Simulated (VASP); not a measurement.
A run of VASP 6.6.1 is set up as follows.

The input POSCAR:

```
HgOs
1.0
    3.4352441300      0.0000000000      0.0000000000
    0.0000000000      3.4352441300      0.0000000000
    0.0000000000      0.0000000000      3.4352441300
Os Hg
1 1
Direct
    0.5000000000      0.5000000000      0.5000000000
    0.0000000000      0.0000000000      0.0000000000
```

The input INCAR.step1:

```
SYSTEM = HgOs
  PREC = Accurate
  ENCUT = 600
  ISMEAR = 1
  SIGMA = 0.0815
  LREAL = .False.
  LASPH = .True.
  NELM = 100
  GGA = PE
  ALGO = Normal
  EDIFF = 1E-4
  LWAVE = .True.
  LCHARG = .False.
```

Contents of INCAR.step2:

```
SYSTEM = HgOs
  PREC = Accurate
  ENCUT = 600
  EDIFF = 1E-7
  ISMEAR = 1
  SIGMA = 0.0815
  LREAL = .False.
  LASPH = .True.
  NELM = 100
  ALGO = Normal
  ISIF = 3
  LWAVE = .False.
  LCHARG = .False.
  METAGGA = R2SCAN
  LMIXTAU = .True.
  IBRION = 2
  NSW = 100
  EDIFFG = -0.03
  PSTRESS = 200.0
  ISTART = 1
```

Contents of KPOINTS:

```
Automatic mesh
0
Gamma
  10 10 10
  0 0 0
```

Potentials or basis: VASP PAW PBE potentials, release 64 (Os, Hg).

Run with:

```console
$ cat potpaw_PBE.64/Os/POTCAR potpaw_PBE.64/Hg/POTCAR > POTCAR
$ cp INCAR.step1 INCAR
$ mpirun -np 1 vasp_std > vasp.out
$ cp INCAR.step2 INCAR
$ mpirun -np 1 vasp_std > vasp.out
```

Question: Predict the space group after relaxing (to 0.05 Å).

Answer: Pm-3m (No. 221).

Question: Estimate the relaxed cell.

Answer: a = 3.151 Å, b = 3.151 Å, c = 3.151 Å, α = 90.00°, β = 90.00°, γ = 90.00°.

Question: What does it give for the relaxed volume?

Answer: 15.64 Å³/atom.

Question: Estimate the band gap on the k mesh.

Answer: None (metal or under the smearing width).

Final structure:
```cif
data_structure
_symmetry_space_group_name_H-M 'P 1'
_symmetry_Int_Tables_number 1
_cell_length_a 3.1510
_cell_length_b 3.1510
_cell_length_c 3.1510
_cell_angle_alpha 90.000
_cell_angle_beta 90.000
_cell_angle_gamma 90.000
_cell_volume 31.29
loop_
_atom_site_label
_atom_site_type_symbol
_atom_site_fract_x
_atom_site_fract_y
_atom_site_fract_z
_atom_site_occupancy
Os1 Os 0.50000 0.50000 0.50000 1
Hg1 Hg 0.00000 0.00000 0.00000 1
```

Caveat: the cell is relaxed towards a set pressure, so the enthalpy falls and the energy may rise; the volume moved by over 15 % at a fixed basis, so the end points are rough; the PAW data sets were made with another functional, which shifts forces and pressure a little. Spin-orbit coupling is left out, which matters for the levels of Hg, Os.
